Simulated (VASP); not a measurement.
The system is InP.

```xyz
2
Lattice="0.0000 2.9343 2.9343 2.9343 0.0000 2.9343 2.9343 2.9343 0.0000" Properties=species:S:1:pos:R:3 pbc="T T T"
In    0.0000    0.0000    0.0000
P     1.4672    1.4672    1.4672
```

The cell was built by a generator and needn't be a form met in nature.

| Property | Result |
| --- | --- |
| Program | VASP 6.6.1 |
| Task | relaxation of cell and atoms |
| Functional | PBE |
| Potentials or basis | VASP PAW PBE potentials, release 64 (In_d, P) |
| Cutoff | 600 eV |
| k mesh | 8 × 8 × 8 |
| Occupations | gaussian, width 0.02 eV |
| Spin | no spin polarisation |

At the start: pressure 3.0 GPa; volume 25.27 Å³/atom.

Question: Where does the relaxation end?

Answer: Over 3 steps the energy falls by 10.6 meV/atom and the volume is 26.44 Å³/atom (+4.6 %); space group F-43m (No. 216, to 0.05 Å).

Step by step:
| step | energy change (eV) | largest force (eV/Å) | pressure (GPa) | volume (Å³) |
| --- | --- | --- | --- | --- |
| 1 | 0.0000 | 0.0000 | 3.02 | 50.53 |
| 2 | -0.0162 | 0.0000 | -1.28 | 54.10 |
| 3 | -0.0212 | 0.0000 | 0.01 | 52.88 |

Final structure:
```
In P
1.0
     0.00000    2.97910    2.97910
     2.97910    0.00000    2.97910
     2.97910    2.97910    0.00000
In P
1 1
Direct
  0.00000 0.00000 0.00000
  0.25000 0.25000 0.25000
```
